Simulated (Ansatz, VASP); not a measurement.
# SnSe2 in two plane-wave programs, part 2 of 3

One calculation is typed for both programs; each brings its own data sets. How far apart do they land? The cell is taken from a series of runs on this material, whose earlier steps may have relaxed, scaled, displaced or heated it; both programs get it as it stands.

VASP 6.6.1 and Ansatz 0.2.0.

So far: The structure; Ansatz: zone-centre phonons, PBE, pair 1.

## Step 3: VASP: zone-centre phonons, PBE, pair 1

Level of this step: PBE; plane waves and PAW (Sn_d, Se) (VASP).

The same cell, functional, mesh and smearing now go to VASP, with its own data sets.

Lines of VASP's logs that name or quote its potential files are left out, and so is its time.

Input file INCAR:

```
SYSTEM = SnSe2
PREC = Accurate
ENCUT = 500
EDIFF = 1E-08
NELM = 120
ISMEAR = 0
SIGMA = 0.1
LREAL = .FALSE.
ALGO = Normal
GGA = PE
NBANDS = 19
LORBIT = 11
LWAVE = .FALSE.
LCHARG = .FALSE.
ISIF = 2
IBRION = 8
LASPH = .TRUE.
GGA_COMPAT = .FALSE.
NELMDL = -8
KPAR = 2
```

Input file POSCAR:

```
SnSe2
1.0
    3.9080207378      0.0000000000      0.0000000000
   -1.9540103689      3.2858691626      0.0000000000
    0.0000000000      0.0000000000     30.4600000000
Sn Se
1 2
Direct
    0.3326669444      0.6653338889      0.3282994091
    0.6669998611      0.3339997223      0.3847867347
    0.6669998611      0.3339997223      0.2718120835
```

Input file KPOINTS:

```
Automatic mesh
0
Gamma
12 12 1
0 0 0
```

The projector-augmented-wave data sets are Sn_d and Se (PBE family, release 64).

Started as:

```
$ mpirun -np 2 vasp_std
```

Numbers of over 12 decimals in the logs are rounded to 6 here.

Output:

```text
[banner, memory and clock lines left out]
running    2 mpi-ranks, on    1 nodes
 distrk:  each k-point on    1 cores,    2 groups
 distr:  one band on    1 cores,    1 groups

 POSCAR found type information on POSCAR SnSe
 POSCAR found :  2 types and       3 ions
 LDA part: xc-table for (Slater+PW92), standard interpolation
 POSCAR, INCAR and KPOINTS ok, starting setup
 FFT: planning ... GRIDC
 FFT: planning ... GRID_SOFT
 FFT: planning ... GRID
 WAVECAR not read
 entering main loop
       N       E                     dE             d eps       ncg     rms          rms(c)
DAV:   1     0.173152262003E+03    0.17315E+03   -0.10117E+04  1962   0.978E+02
DAV:   2     0.939256512222E+01   -0.16376E+03   -0.16024E+03  2241   0.215E+02
DAV:   3    -0.108376604708E+02   -0.20230E+02   -0.20045E+02  2036   0.855E+01
DAV:   4    -0.114192423432E+02   -0.58158E+00   -0.58065E+00  2137   0.180E+01
DAV:   5    -0.114315567518E+02   -0.12314E-01   -0.12314E-01  2376   0.274E+00
DAV:   6    -0.114317598080E+02   -0.20306E-03   -0.20306E-03  2130   0.288E-01
DAV:   7    -0.114317744408E+02   -0.14633E-04   -0.14633E-04  2511   0.591E-02
DAV:   8    -0.114317745335E+02   -0.92777E-07   -0.93031E-07  2173   0.507E-03    0.440E+00
DAV:   9    -0.110749354213E+02    0.35684E+00   -0.87199E-01  2277   0.844E+00    0.282E+00
DAV:  10    -0.110565481829E+02    0.18387E-01   -0.22743E-01  1858   0.269E+00    0.654E-01
DAV:  11    -0.110544097616E+02    0.21384E-02   -0.21855E-02  2005   0.132E+00    0.299E-01
DAV:  12    -0.110548728474E+02   -0.46309E-03   -0.24214E-03  1717   0.337E-01    0.810E-02
DAV:  13    -0.110548991689E+02   -0.26321E-04   -0.15105E-04  2367   0.950E-02    0.387E-02
DAV:  14    -0.110549634429E+02   -0.64274E-04   -0.71192E-05  1766   0.486E-02    0.104E-02
[...]
DAV:  21    -0.110550044552E+02   -0.45950E-06   -0.72455E-09  1850   0.498E-04    0.201E-04
DAV:  22    -0.110550048540E+02   -0.39889E-06   -0.13968E-09  1665   0.253E-04    0.148E-04
DAV:  23    -0.110550051005E+02   -0.24647E-06    0.41253E-10  1633   0.209E-04    0.966E-05
DAV:  24    -0.110550053481E+02   -0.24760E-06   -0.70480E-10  1624   0.132E-04    0.987E-05
DAV:  25    -0.110550054048E+02   -0.56674E-07    0.14882E-09  1649   0.689E-05    0.371E-05
DAV:  26    -0.110550054337E+02   -0.28899E-07    0.17404E-09  1431   0.394E-05    0.219E-05
DAV:  27    -0.110550054440E+02   -0.10353E-07    0.18158E-09  1357   0.230E-05    0.931E-06
DAV:  28    -0.110550054531E+02   -0.90181E-08    0.17853E-09  1406   0.215E-05
   1 F= -.11055005E+02 E0= -.11053518E+02  d E =-.297545E-02
 Linear response reoptimize wavefunctions to high precision
DAV:   1    -0.110550054548E+02   -0.17808E-08    0.18581E-09  1420   0.978E-06
DAV:   2    -0.110550054549E+02   -0.25466E-10    0.18522E-09  1129   0.482E-06
DAV:   3    -0.110550054548E+02    0.29104E-10    0.18592E-09  1024   0.299E-06
 Linear response DOF=           6
 Linear response progress:
  Degree of freedom:   1/  6
       N       E                     dE             d eps       ncg     rms          rms(c)
RMM:   1    -0.208705747192E+00   -0.20871E+00    0.70178E-01  3307   0.133E+01
RMM:   2    -0.213869699390E+00   -0.51640E-02   -0.14689E-02  4961   0.913E-01    0.712E-02
RMM:   3    -0.213710154399E+00    0.15954E-03   -0.13877E-03  5305   0.248E-01    0.367E-02
RMM:   4    -0.213426475487E+00    0.28368E-03   -0.12948E-04  5500   0.849E-02    0.194E-02
RMM:   5    -0.213260981389E+00    0.16549E-03   -0.21470E-05  5351   0.350E-02    0.480E-03
RMM:   6    -0.213249786938E+00    0.11194E-04   -0.87219E-07  5868   0.138E-02    0.227E-03
RMM:   7    -0.213259188460E+00   -0.94015E-05    0.68252E-07  5811   0.570E-03    0.352E-04
RMM:   8    -0.213258706159E+00    0.48230E-06    0.86800E-07  6062   0.232E-03    0.212E-04
RMM:   9    -0.213260315804E+00   -0.16096E-05    0.51400E-07  5885   0.103E-03    0.245E-05
RMM:  10    -0.213260635066E+00   -0.31926E-06    0.28131E-07  6240   0.457E-04    0.160E-05
RMM:  11    -0.213260730173E+00   -0.95107E-07    0.19041E-07  6199   0.210E-04    0.122E-05
RMM:  12    -0.213260764996E+00   -0.34824E-07    0.11453E-07  6228   0.997E-05    0.443E-06
RMM:  13    -0.213260785935E+00   -0.20939E-07    0.53021E-08  6144   0.513E-05    0.733E-07
RMM:  14    -0.213260782630E+00    0.33056E-08    0.35468E-08  5866   0.263E-05    0.684E-07
 first order change of Fermi-energy  -0.33211E-03
 force on displaced ion       1 direction 1 :  -3.708  -0.002   0.000
 Linear response progress:
  Degree of freedom:   2/  6
       N       E                     dE             d eps       ncg     rms          rms(c)
RMM:   1    -0.208315164803E+00   -0.20832E+00    0.71599E-01  1916   0.133E+01
RMM:   2    -0.213439699699E+00   -0.51245E-02   -0.14688E-02  2891   0.923E-01    0.713E-02
RMM:   3    -0.213312613095E+00    0.12709E-03   -0.13896E-03  3093   0.245E-01    0.365E-02
RMM:   4    -0.213031903606E+00    0.28071E-03   -0.12361E-04  3214   0.811E-02    0.194E-02
RMM:   5    -0.212868673549E+00    0.16323E-03   -0.22950E-05  3176   0.340E-02    0.471E-03
RMM:   6    -0.212857249548E+00    0.11424E-04   -0.28499E-06  3521   0.132E-02    0.224E-03
RMM:   7    -0.212866965307E+00   -0.97158E-05   -0.48488E-07  3353   0.541E-03    0.538E-04
RMM:   8    -0.212865791511E+00    0.11738E-05   -0.75165E-08  3464   0.222E-03    0.239E-04
[...]
RMM:   5    -0.238724717116E+00    0.56647E-03   -0.10155E-04  3147   0.770E-02    0.135E-02
RMM:   6    -0.238652067455E+00    0.72650E-04   -0.20240E-05  3396   0.308E-02    0.711E-03
RMM:   7    -0.238713768724E+00   -0.61701E-04   -0.97379E-06  3192   0.122E-02    0.195E-03
RMM:   8    -0.238709930540E+00    0.38382E-05    0.65911E-07  3296   0.485E-03    0.105E-03
RMM:   9    -0.238718585168E+00   -0.86546E-05   -0.84631E-07  3256   0.220E-03    0.287E-04
RMM:  10    -0.238720113367E+00   -0.15282E-05   -0.20004E-08  3330   0.106E-03    0.167E-04
RMM:  11    -0.238721632180E+00   -0.15188E-05   -0.28770E-07  3258   0.747E-04    0.128E-04
RMM:  12    -0.238721052774E+00    0.57941E-06    0.14820E-07  3327   0.372E-04    0.101E-04
RMM:  13    -0.238720102869E+00    0.94991E-06    0.66603E-08  3275   0.321E-04    0.238E-05
RMM:  14    -0.238720204884E+00   -0.10202E-06    0.20929E-08  3486   0.953E-05    0.158E-05
RMM:  15    -0.238720241357E+00   -0.36473E-07    0.12188E-08  3253   0.541E-05    0.522E-06
RMM:  16    -0.238720230605E+00    0.10752E-07   -0.88439E-09  3510   0.237E-05    0.469E-06
RMM:  17    -0.238720302787E+00   -0.72182E-07   -0.96828E-09  3106   0.262E-05    0.268E-06
RMM:  18    -0.238720289061E+00    0.13726E-07    0.53814E-10  3306   0.814E-06    0.140E-06
RMM:  19    -0.238720271442E+00    0.17619E-07   -0.11039E-09  2937   0.994E-06    0.670E-07
RMM:  20    -0.238720268357E+00    0.30847E-08    0.67929E-10  2874   0.459E-06    0.643E-07
 first order change of Fermi-energy  -0.18959E-03
 force on displaced ion       1 direction 3 :   0.000  -0.005 -12.328
 Linear response progress:
  Degree of freedom:   4/  6
       N       E                     dE             d eps       ncg     rms          rms(c)
RMM:   1    -0.788207999273E-01   -0.78821E-01    0.61982E-02  6475   0.133E+00
RMM:   2    -0.788381248520E-01   -0.17325E-04   -0.23219E-03  4773   0.259E-01    0.971E-02
RMM:   3    -0.790718370486E-01   -0.23371E-03   -0.19021E-04  5305   0.778E-02    0.502E-02
RMM:   4    -0.794387028439E-01   -0.36687E-03   -0.77914E-05  5360   0.495E-02    0.773E-03
RMM:   5    -0.794596492688E-01   -0.20946E-04   -0.66536E-06  5688   0.167E-02    0.299E-03
RMM:   6    -0.794590717086E-01    0.57756E-06   -0.49968E-07  5821   0.383E-03    0.150E-03
RMM:   7    -0.794661081130E-01   -0.70364E-05   -0.13301E-07  5598   0.154E-03    0.338E-04
RMM:   8    -0.794685991694E-01   -0.24911E-05   -0.18990E-07  5882   0.506E-04    0.102E-04
RMM:   9    -0.794683548822E-01    0.24429E-06    0.14734E-07  5849   0.190E-04    0.212E-05
RMM:  10    -0.794684388424E-01   -0.83960E-07   -0.23074E-08  6441   0.599E-05    0.105E-05
RMM:  11    -0.794685191615E-01   -0.80319E-07    0.22710E-08  5782   0.219E-05    0.432E-06
RMM:  12    -0.794685420207E-01   -0.22859E-07    0.85110E-09  5825   0.105E-05    0.175E-06
RMM:  13    -0.794685391741E-01    0.28466E-08    0.64577E-09  5151   0.399E-06    0.836E-07
 first order change of Fermi-energy  -0.11704E-03
 force on displaced ion       2 direction 1 :   0.344  -0.001   0.001
 Linear response progress:
  Degree of freedom:   5/  6
       N       E                     dE             d eps       ncg     rms          rms(c)
RMM:   1    -0.784775362123E-01   -0.78478E-01    0.59757E-02  3718   0.133E+00
RMM:   2    -0.783442442626E-01    0.13329E-03   -0.24120E-03  2781   0.269E-01    0.956E-02
RMM:   3    -0.785802836055E-01   -0.23604E-03   -0.18452E-04  3094   0.784E-02    0.498E-02
RMM:   4    -0.789440986264E-01   -0.36382E-03   -0.73550E-05  3147   0.486E-02    0.809E-03
RMM:   5    -0.789622860489E-01   -0.18187E-04   -0.64533E-06  3357   0.160E-02    0.491E-03
RMM:   6    -0.789689551484E-01   -0.66691E-05   -0.94744E-07  3213   0.614E-03    0.134E-03
RMM:   7    -0.789732487284E-01   -0.42936E-05   -0.69500E-08  3417   0.168E-03    0.555E-04
RMM:   8    -0.789787182059E-01   -0.54695E-05   -0.13708E-08  3223   0.733E-04    0.124E-04
RMM:   9    -0.789791683461E-01   -0.45014E-06    0.53771E-08  3396   0.249E-04    0.387E-05
RMM:  10    -0.789789690221E-01    0.19932E-06   -0.83619E-09  3439   0.946E-05    0.102E-05
RMM:  11    -0.789790810759E-01   -0.11205E-06   -0.10676E-07  3616   0.349E-05    0.679E-06
RMM:  12    -0.789791024872E-01   -0.21411E-07    0.54718E-08  3462   0.203E-05    0.249E-06
RMM:  13    -0.789791178473E-01   -0.15360E-07    0.22847E-08  3507   0.104E-05    0.184E-06
RMM:  14    -0.789791129002E-01    0.49471E-08    0.92501E-09  3148   0.167E-05    0.111E-06
 first order change of Fermi-energy   0.43244E-01
 force on displaced ion       2 direction 2 :   0.000   0.111  -0.097
 Linear response progress:
  Degree of freedom:   6/  6
       N       E                     dE             d eps       ncg     rms          rms(c)
RMM:   1    -0.115850917020E+00   -0.11585E+00    0.57279E-02  3582   0.141E+00
RMM:   2    -0.113400327954E+00    0.24506E-02   -0.32182E-03  2975   0.273E-01    0.924E-02
RMM:   3    -0.113204740790E+00    0.19559E-03   -0.31573E-04  3176   0.910E-02    0.471E-02
RMM:   4    -0.113142501248E+00    0.62240E-04   -0.78729E-05  3175   0.420E-02    0.282E-02
RMM:   5    -0.113138176716E+00    0.43245E-05   -0.29544E-05  3182   0.287E-02    0.839E-03
RMM:   6    -0.113145813602E+00   -0.76369E-05   -0.23477E-06  3321   0.955E-03    0.390E-03
RMM:   7    -0.113151319769E+00   -0.55062E-05   -0.57616E-07  3113   0.438E-03    0.586E-04
RMM:   8    -0.113151851134E+00   -0.53137E-06   -0.60372E-08  3148   0.158E-03    0.365E-04
RMM:   9    -0.113155299913E+00   -0.34488E-05   -0.15916E-07  3054   0.137E-03    0.225E-04
RMM:  10    -0.113156358953E+00   -0.10590E-05   -0.25746E-08  3342   0.538E-04    0.133E-04
RMM:  11    -0.113158182872E+00   -0.18239E-05    0.10075E-07  3253   0.512E-04    0.801E-05
RMM:  12    -0.113158500544E+00   -0.31767E-06   -0.55917E-08  3218   0.227E-04    0.367E-05
RMM:  13    -0.113158672234E+00   -0.17169E-06   -0.10849E-07  3355   0.200E-04    0.228E-05
RMM:  14    -0.113158667946E+00    0.42885E-08    0.22618E-07  3211   0.122E-04    0.106E-05
RMM:  15    -0.113158705013E+00   -0.37067E-07   -0.27007E-08  3350   0.674E-05    0.661E-06
RMM:  16    -0.113158726314E+00   -0.21301E-07    0.14284E-08  3292   0.350E-05    0.353E-06
RMM:  17    -0.113158741716E+00   -0.15402E-07   -0.41694E-08  3361   0.297E-05    0.216E-06
RMM:  18    -0.113158743385E+00   -0.16690E-08    0.25921E-08  3203   0.134E-05    0.114E-06
 first order change of Fermi-energy   0.32439E+00
 force on displaced ion       2 direction 3 :   0.000  -0.103  -8.877
 Linear response finished
```

OUTCAR, selected parts (step 3):

```text
ion  position               nearest neighbor table
   1  0.333  0.665  0.328-   3 2.79   2 2.79   3 2.82   3 2.82   2 2.82   2 2.82
   2  0.667  0.334  0.385-   1 2.79   1 2.82   1 2.82
   3  0.667  0.334  0.272-   1 2.79   1 2.82   1 2.82

  LATTYP: Found a base centered orthorhombic cell.
 ALAT       =     3.9080207378
 B/A-ratio  =     1.6816027258
 C/A-ratio  =     7.7942268078

 Subroutine GETGRP returns: Found  4 space group operations
 (whereof  2 operations were pure point group operations)

The static configuration has the point symmetry C_1h.
 The point group associated with its full space group is C_2v.

 Found     43 irreducible k-points:

   k-points           NKPTS =     43   k-points in BZ     NKDIM =     43   number of bands    NBANDS=     19

   dimension x,y,z NGX =    30 NGY =   28 NGZ =  224
   dimension x,y,z NGXF=    60 NGYF=   56 NGZF=  448

   ENCUT  =  500.0 eV  36.75 Ry    6.06 a.u.   7.13  6.97 55.54*2*pi/ulx,y,z

   NELECT =      26.0000    total number of electrons

 k-points in reciprocal lattice and weights: Automatic mesh
   0.00000000  0.00000000  0.00000000       0.007
   0.08333333 -0.00000000  0.00000000       0.028
   0.16666667 -0.00000000  0.00000000       0.028
   0.25000000  0.00000000  0.00000000       0.028
   0.33333333 -0.00000000  0.00000000       0.028
   0.41666667  0.00000000  0.00000000       0.028
   0.50000000  0.00000000  0.00000000       0.014
   0.00000000  0.08333333  0.00000000       0.014
   0.08333333  0.08333333  0.00000000       0.028
[...]
0.16666667  0.41666667  0.00000000       0.014
   0.00000000  0.50000000  0.00000000       0.007

 average (electrostatic) potential at core
       1-111.0368       2 -61.4897       3 -61.4897

  Total       -1.5108314     -0.4574747      0.0360180      0.0000000      0.0000000      0.0000000
  in kB       -6.1885593     -1.8738753      0.1475345      0.0000000      0.0000000      0.0000000
  external PRESSURE =      -2.6383000 kB  Pullay stress =       0.0000000 kB

  energy-cutoff  :      500.00
  volume of cell :      391.14
      direct lattice vectors                 reciprocal lattice vectors
     3.908020738  0.000000000  0.000000000     0.255884006  0.152166740  0.000000000
    -1.954010369  3.285869163  0.000000000     0.000000000  0.304333481  0.000000000
     0.000000000  0.000000000 30.460000000     0.000000000  0.000000000  0.032829941

 POSITION                                       TOTAL-FORCE (eV/Angst)
 -----------------------------------------------------------------------------------
     -0.00000      2.18620     10.00000         0.000000     -0.000595      0.000000
      1.95401      1.09748     11.72060         0.000000      0.000297      0.014050
      1.95401      1.09748      8.27940         0.000000      0.000297     -0.014050
 -----------------------------------------------------------------------------------
    total drift:                                0.000007      0.000649      0.000077

 Eigenvectors and eigenvalues of the dynamical matrix
 ----------------------------------------------------

   1 f  =    6.665234 THz    41.878902 2PiTHz  222.328286 cm-1    27.565182 meV
             X         Y         Z           dx          dy          dz
     -0.000000  2.186200 10.000000     0.000000   -0.000000   -0.755856
      1.954010  1.097479 11.720604    -0.000000    0.004809    0.462945
      1.954010  1.097479  8.279396    -0.000000   -0.004809    0.462945

   2 f  =    5.993795 THz    37.660123 2PiTHz  199.931471 cm-1    24.788332 meV
             X         Y         Z           dx          dy          dz
     -0.000000  2.186200 10.000000     0.000000   -0.022139    0.000000
      1.954010  1.097479 11.720604    -0.000000    0.013253    0.706809
      1.954010  1.097479  8.279396    -0.000000    0.013253   -0.706809

   3 f  =    3.839752 THz    24.125876 2PiTHz  128.080356 cm-1    15.879933 meV
             X         Y         Z           dx          dy          dz
     -0.000000  2.186200 10.000000    -0.000000   -0.756116   -0.000000
      1.954010  1.097479 11.720604     0.000000    0.462303   -0.020510
      1.954010  1.097479  8.279396     0.000000    0.462303    0.020510

   4 f  =    3.647069 THz    22.915207 2PiTHz  121.653111 cm-1    15.083057 meV
             X         Y         Z           dx          dy          dz
     -0.000000  2.186200 10.000000     0.757607   -0.000000    0.000000
      1.954010  1.097479 11.720604    -0.461536    0.000000   -0.000000
      1.954010  1.097479  8.279396    -0.461536    0.000000    0.000000

   5 f/i=    0.003148 THz     0.019780 2PiTHz    0.105006 cm-1     0.013019 meV
             X         Y         Z           dx          dy          dz
     -0.000000  2.186200 10.000000     0.000000    0.000000   -0.654717
      1.954010  1.097479 11.720604     0.000000    0.000139   -0.534484
      1.954010  1.097479  8.279396     0.000000   -0.000139   -0.534484

   6 f/i=    0.005519 THz     0.034680 2PiTHz    0.184110 cm-1     0.022827 meV
             X         Y         Z           dx          dy          dz
     -0.000000  2.186200 10.000000     0.000000   -0.654064   -0.000000
      1.954010  1.097479 11.720604     0.000000   -0.534884   -0.000215
      1.954010  1.097479  8.279396     0.000000   -0.534884    0.000215

   7 f/i=    0.011417 THz     0.071735 2PiTHz    0.380827 cm-1     0.047216 meV
             X         Y         Z           dx          dy          dz
     -0.000000  2.186200 10.000000     0.652711    0.000000    0.000000
      1.954010  1.097479 11.720604     0.535709    0.000000    0.000000
      1.954010  1.097479  8.279396     0.535709    0.000000    0.000000

   8 f/i=    2.646571 THz    16.628894 2PiTHz   88.280096 cm-1    10.945332 meV
             X         Y         Z           dx          dy          dz
     -0.000000  2.186200 10.000000    -0.000000    0.000000    0.005269
      1.954010  1.097479 11.720604    -0.000000    0.707090   -0.003043
      1.954010  1.097479  8.279396     0.000000   -0.707090   -0.003043

   9 f/i=    2.791817 THz    17.541504 2PiTHz   93.124992 cm-1    11.546022 meV
             X         Y         Z           dx          dy          dz
     -0.000000  2.186200 10.000000     0.000000    0.000000   -0.000000
      1.954010  1.097479 11.720604     0.707107    0.000000   -0.000000
      1.954010  1.097479  8.279396    -0.707107   -0.000000   -0.000000

 ELASTIC MODULI CONTR FROM IONIC RELAXATION (kBar)
 Direction    XX          YY          ZZ          XY          YZ          ZX
 --------------------------------------------------------------------------------
 XX          -1.5134     -1.8541    -19.7396      0.0000      0.0000      0.0000
 YY          -1.8541     -6.1552    -33.8504     -0.0000     -0.0000     -0.0000
 ZZ         -19.7396    -33.8504   -281.5296      0.0000     -0.0000      0.0000
 XY           0.0000     -0.0000      0.0000     -0.0040      0.0000     -0.0000
 YZ          -0.0000     -0.0000     -0.0000      0.0000     -0.0157      0.0000
 ZX           0.0000     -0.0000      0.0000     -0.0000      0.0000     -0.0000
 --------------------------------------------------------------------------------
```

## Step 4: Differences

Known differences besides the potentials themselves: Ansatz cuts the interaction across the vacuum, VASP repeats the sheet without a dipole correction; the data sets hold 46 valence electrons in Ansatz (on its PAW soft_1 files) and 26 in VASP; the cutoff is 420 eV in Ansatz and 500 eV in VASP. Total energies have different zeros and are not compared.

Both answers:

```csv
quantity,Ansatz,VASP,difference
"optical mode 1 (imaginary, printed as negative) (cm⁻¹)",-92.8,-93.1,+0.4
"optical mode 2 (imaginary, printed as negative) (cm⁻¹)",-88.0,-88.3,+0.3
optical mode 3 (cm⁻¹),121.0,121.7,-0.55 %
optical mode 4 (cm⁻¹),127.7,128.1,-0.30 %
optical mode 5 (cm⁻¹),199.6,199.9,-0.17 %
optical mode 6 (cm⁻¹),221.8,222.3,-0.22 %
```

Modes are paired by rising frequency, not by their patterns, so a pair may set unlike modes beside each other; they are those without the splitting of longitudinal modes. Where the cell holds vacuum, a pressure given here is an average over it and none of the material.

[end of part 2 of 3]

[Lines on the potential files, build, host, timing and source positions are cut from VASP's logs without a mark.]

[Logs are printed without paths, hosts, clocks, repeated set-up lines and the standing remarks that a program may print on its own settings, such as how far it seeks lower states.]

[Hosts, paths, dates, database ids (printed as entryN), source tags and the programs' standing remarks are cut or masked in the printed files.]
